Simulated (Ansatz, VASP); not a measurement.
# Two plane-wave programs on Ag3F

```
Ag F
1.0
     0.00000    3.22037    3.22037
     3.22037    0.00000    3.22037
     3.22037    3.22037    0.00000
Ag F
3 1
Direct
  0.25000 0.25000 0.25000
  0.75000 0.75000 0.75000
  0.50000 0.50000 0.50000
  0.00000 0.00000 0.00000
```

Change from the starting cell: species swapped into the SrCa3 type (Fm-3m, No. 225).

Alike in both runs: functional PBE; k mesh 4 × 4 × 4; occupations gaussian, width 0.1 eV; no spin polarisation.

Ansatz relaxed the structure, and its values are those at the end. VASP's run is a single point on that final structure, the one shown.

```csv
,VASP,Ansatz
version,VASP 6.6.1,Ansatz 0.2.0
potentials or method,"VASP PAW PBE potentials, release 64 (Ag, F)","scalar-relativistic, plane waves, PAW"
plane-wave cutoff (eV),520,420
valence electrons in the cell,40,64
```

```csv
,VASP,Ansatz,Ansatz less VASP
gap on the k mesh at the Fermi level (eV),none,none,-
pressure (GPa),-0.5,-0.3,+0.20
```

A gap of «none» marks a metal or a gap that the smearing closes. With one functional, cell and mesh, what is left measures potentials, basis and numerics. The two sets of potentials don't hold the same shells in valence.

Caveats: the k mesh is coarse (spacing up to 0.42 Å⁻¹), so the values aren't converged.
